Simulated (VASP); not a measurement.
Ag (fcc) is relaxed at rising pressure, each step from the one before. Symmetry mostly holds the structure type, and other phases were not tried. The mesh follows the cell, and a change of mesh leaves a small step in the series.

Data:

```cif
data_Ag
_chemical_formula_sum 'Ag1'
_space_group_name_H-M_alt 'P 1'
_space_group_IT_number 1
_cell_length_a 2.86418
_cell_length_b 2.86418
_cell_length_c 2.86418
_cell_angle_alpha 60.000
_cell_angle_beta 60.000
_cell_angle_gamma 60.000
loop_
_space_group_symop_operation_xyz
  'x, y, z'
loop_
_atom_site_label
_atom_site_type_symbol
_atom_site_fract_x
_atom_site_fract_y
_atom_site_fract_z
_atom_site_occupancy
Ag1 Ag 0.00000 0.00000 0.00000 1
```

Level of theory: PBEsol GGA, VASP's PBE PAW potentials (set 64) (plane waves; VASP). Settings: 500 eV cut-off, 15×15×15 Γ-centred mesh, first-order Methfessel-Paxton smearing of 0.10 eV, potentials Ag.

```tsv
P (GPa)	V (Å³/atom)	H − H(0) (eV/atom)	space group	gap on the mesh (eV)	k-mesh
0	16.61	0.000	Fm-3m	0.00	15×15×15
5	15.99	0.505	Fm-3m	0.00	16×16×16
10	?	?	Fm-3m	0.00	16×16×16
20	14.75	1.941	Fm-3m	0.00	16×16×16
30	?	?	Fm-3m	0.00	16×16×16
45	13.50	4.137	Fm-3m	0.00	16×16×16
```

Task: Fill in the missing entries.

Result: 
- 10, V (Å³/atom): 15.52
- 10, H − H(0) (eV/atom): 0.997
- 30, V (Å³/atom): 14.17
- 30, H − H(0) (eV/atom): 2.843

Pressures at which the relaxation failed are left out.

The compound is Ag in the fcc structure.
